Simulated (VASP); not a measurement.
Runs of VASP 6.6.1 on HPbNO4. The typed cell holds 7 atoms: a = 3.858 Å, b = 5.535 Å, c = 6.055 Å, α = 106.62°, β = 93.97°, γ = 90.45°. The cell was built by a generator and needn't be a form met in nature.

```csv
task,level,cell,k mesh,cutoff (eV),smearing,grid for exact exchange (PRECFOCK),exchange at q = 0,share of exact exchange,gap on the mesh (eV),pressure (GPa),relaxed volume (Å³/atom),largest force (eV/Å)
density of states,r2SCAN-EpsX,as given,4 × 3 × 3,520,tetrahedron,Fast,default,0.3649,6.38,-5.1,-,1.83
density of states,B3LYP,as given,4 × 3 × 3,520,tetrahedron,Fast,truncated,-,4.77,-0.6,-,0.42
relaxation of cell and atoms,BLYP,relaxed,7 × 5 × 5,600,fermi-dirac 0.05 eV,-,-,-,3.08,0.0,18.27,0.01
density of states,r2SCAN0,as given,4 × 3 × 3,520,tetrahedron,Fast,truncated,-,(b),-4.1,-,1.33
density of states,PBE0,as given,4 × 3 × 3,520,tetrahedron,Fast,truncated,-,5.21,(a),-,1.03
single point,PBE,as given,7 × 5 × 5,520,fermi-dirac 0.05 eV,-,-,-,3.14,0.5,-,0.42
relaxation of cell and atoms,revPBE,relaxed,7 × 5 × 5,600,fermi-dirac 0.05 eV,-,-,-,3.18,0.0,(c),0.02
```

Alike in all rows: potentials or basis VASP PAW PBE potentials, release 64 (H, Pb_d, N, O); no spin polarisation.

**Question.** Estimate the missing entries.

**Answer.** (a) -2.7; (b) 5.47; (c) 18.84.

Caveats: the standard files for N, O and F lose accuracy on very short bonds; spin-orbit coupling is left out, which as a rule narrows the gap of such compounds by several tenths of an eV; an odd mesh through Γ misses points on the zone boundary, where band edges often lie; the PAW data sets were made with another functional, which shifts forces and pressure a little (some runs).

A k mesh can miss the band edges, and the runs leave out spin-orbit coupling on Pb.

Not every run made on this cell is shown here.
